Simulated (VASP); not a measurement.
Given:

```yaml
crystal:
  lattice:
    - [0.00000, 1.97428, 1.97428]
    - [1.97428, 0.00000, 1.97428]
    - [1.97428, 1.97428, 0.00000]
  atoms:
    - { symbol: Li, position: [0.00000, 0.00000, 0.00000] }
    - { symbol: H, position: [0.50000, 0.50000, 0.50000] }
```

Calculation: vdW-DF-cx, VASP's PBE PAW potentials (set 64) (plane waves; VASP). Numerical set-up: 520 eV cut-off, 11×11×11 Γ-centred mesh, Gaussian smearing of 0.050 eV, potentials Li_sv H.

Problem. Give the stress tensor in GPa (positive for a compressed cell).

Solution. 
```
2.50  0.00  0.00
0.00  2.50  0.00
0.00  0.00  2.50
```
The pressure is its mean diagonal, 2.50 GPa.

The compound is LiH in the rock salt structure. This cell is one point of a volume scan, at 0.94 of the reference volume.
